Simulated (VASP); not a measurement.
The system is BC5.

```
CELL_PARAMETERS angstrom
2.55155 0.00000 0.00000
-1.27578 2.20971 0.00000
0.00000 0.00000 6.39966
ATOMIC_POSITIONS crystal
C 0.00000 0.00000 0.89894
C 0.66667 0.33333 0.58136
C 0.00000 0.00000 0.66456
C 0.66667 0.33333 0.33903
C 0.33333 0.66667 0.25951
B 0.33333 0.66667 0.00759
```

The cell comes from a database or a generator and needn't be the stable form of this composition.

| Item | Value |
| --- | --- |
| Program | VASP 6.6.1 |
| Task | single point |
| Functional | PBE |
| Potentials or basis | VASP PAW PBE potentials, release 64 (C, B) |
| Cutoff | 520 eV |
| k mesh | 12 × 12 × 4 |
| Occupations | fermi-dirac, width 0.05 eV |
| Spin | no spin polarisation |

On this cell: pressure 0.0 GPa; largest force 0.038 eV/Å; band gap on the k mesh none (metal or under the smearing width).

The same run follows on a disturbed copy (atoms moved at random, drawn with an rms of 0.05 Å):

```
C B
1.0
     2.55155    0.00000    0.00000
    -1.27578    2.20971    0.00000
     0.00000    0.00000    6.39966
C B
5 1
Direct
  0.98291 0.99323 0.91015
  0.66555 0.32734 0.58542
  0.99664 0.00766 0.66500
  0.66227 0.33341 0.33666
  0.37023 0.67815 0.26640
  0.34929 0.66487 0.00359
```

Q: What does the disturbed cell give?

A: The energy (extrapolated to zero smearing) moves by +50.0 meV/atom; pressure 2.2 GPa; largest force 3.007 eV/Å; band gap on the k mesh none (metal or under the smearing width).

Forces in eV/Å, atoms in the order of the input:
```
C    1.239  0.517 -1.615
C   -0.480  0.836  0.048
C    0.532 -0.856  0.676
C    2.285  0.287  1.277
C   -2.521 -0.530 -1.551
B   -1.055 -0.254  1.164
```

Stress tensor (GPa, compression positive):
```
 7.58  3.65  2.32
 3.65  4.96 -0.99
 2.32 -0.99 -5.96
```
